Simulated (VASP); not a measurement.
Energy against volume of BaZrO$_{3}$ (cubic perovskite). These are vdW-DF2, VASP's PBE PAW potentials (set 64) (plane waves; VASP) values and carry that method's errors. Settings: 520 eV cut-off, 5×5×5 Γ-centred mesh, Gaussian smearing of 0.050 eV, potentials Ba_sv Zr_sv O.

```
V (Å³/atom)  E (eV/atom)
-----------  -----------
15.393          -6.45167
15.869          -6.45915
16.345          -6.45398
16.821          -6.43812
```

Problem. Fit these four points and predict the energy of the run at 14.917 Å³/atom.

Solution. A cubic in V^(−2/3), the third-order Birch-Murnaghan form, passes through the four points with V0 = 15.90 Å³/atom and B0 = 140 GPa, and gives -6.4292 eV/atom there. The run gave -6.4294 eV/atom, -0.2 meV/atom from the fit; all five points give B0 = 140 GPa.

The compound is BaZrO3 in the cubic perovskite structure. It was relaxed first, which changed the volume by +8 %.
